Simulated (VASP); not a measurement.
# V (relaxed from the simple-cubic structure, space group Pm-3m): computed properties

These are PBEsol GGA, VASP's PBE PAW potentials (set 64) (plane waves; VASP) values and carry that method's errors.

```json
{
 "space_group": "Pm-3m (221)",
 "cell": "a = 2.403 Å, b = 2.403 Å, c = 2.403 Å, α = 90.00°, β = 90.00°, γ = 90.00°",
 "volume_per_atom": "13.87 Å³/atom",
 "band gap (over mesh and band path)": "none (metal, semimetal or under 0.01 eV)",
 "band_gap_with_spin_orbit_coupling": "none (metallic)",
 "density": "6.10 g/cm³"
}
```

V has the cubic space group Pm-3m (No. 221), the simple cubic structure, Pearson symbol cP1. Conventional cell: a = 2.4026 Å, b = 2.4026 Å, c = 2.4026 Å, α = 90.00°, β = 90.00°, γ = 90.00°. V on 1a has 6 V at 2.403 Å (octahedral). (Neighbours: up to the widest gap in distance over summed covalent radii, below 1.35, at either atom.)

The structure was generated: V was put into the simple-cubic type (Pm-3m), which need not be its known phase. It was relaxed first, which changed the volume by -10 %. Symmetry was kept, so distortions that lower it aren't found.
